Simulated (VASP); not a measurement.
Here is a VASP 6.6.1 calculation.

The input INCAR:

```
SYSTEM = MgO
PREC     = Accurate       ! precision mode
ENCUT    = 600            ! plane-wave cutoff, eV
EDIFF    = 1E-8           ! SCF threshold, eV
ISMEAR   = 0              ! smearing method
SIGMA    = 0.03           ! smearing width, eV
LREAL    = .False.        ! projectors in reciprocal space
LASPH    = .True.         ! aspherical terms in the spheres
NELM     = 80             ! most SCF steps
ALGO     = Fast           ! electronic algorithm
ISIF     = 2              ! what is computed and relaxed
LWAVE    = .False.        ! write WAVECAR
LCHARG   = .False.        ! write CHGCAR
GGA      = PS             ! functional
LEPSILON = .True.         ! dielectric tensor by DFPT
```

Contents of KPOINTS:

```
Automatic mesh
0
Monkhorst
  18 18 18
  0 0 0
```

POSCAR

```
MgO                                     
1.0
    0.0000000000      2.1039232588      2.1039232588
    2.1039232588      0.0000000000      2.1039232588
    2.1039232588      2.1039232588      0.0000000000
  Mg              O             
     1     1
Direct
     0.0000000000000000    0.0000000000000000    0.0000000000000000
     0.5000000000000000    0.5000000000000000    0.5000000000000000
```

Potentials or basis: VASP PAW PBE potentials, release 64 (Mg, O).

Command:

```console
$ cat potpaw_PBE.64/Mg/POTCAR potpaw_PBE.64/O/POTCAR > POTCAR
$ mpirun -np 1 vasp_std > vasp.out
```

**Question.** What does it give for the electronic dielectric tensor (diagonal)?

**Answer.** 3.16.

**Question.** What does it give for the Born charges (mean of the diagonal)?

**Answer.** Mg +1.96; O -1.96 e.

Born effective charge tensors (e):
atom 1, Mg
```
1.96 0.00 0.00
0.00 1.96 0.00
0.00 0.00 1.96
```
atom 2, O
```
-1.96  0.00  0.00
 0.00 -1.96  0.00
 0.00  0.00 -1.96
```

**What was measured.**

From “Infrared Optical Properties of Ferropericlase (Mg1-xFexO): Experiment and Theory”, 2007, arxiv:0704.2267, for a bulk crystal of MgO at 295 K: high-frequency dielectric constant 2.95 ± 0.1.

Measured high-frequency dielectric constant of MgO: 2.95 (295 K; “Infrared Optical Properties of Ferropericlase (Mg1-xFexO): Experiment and Theory”, 2007, arxiv:0704.2267). This calculation gives 3.16 (+7.2 %).
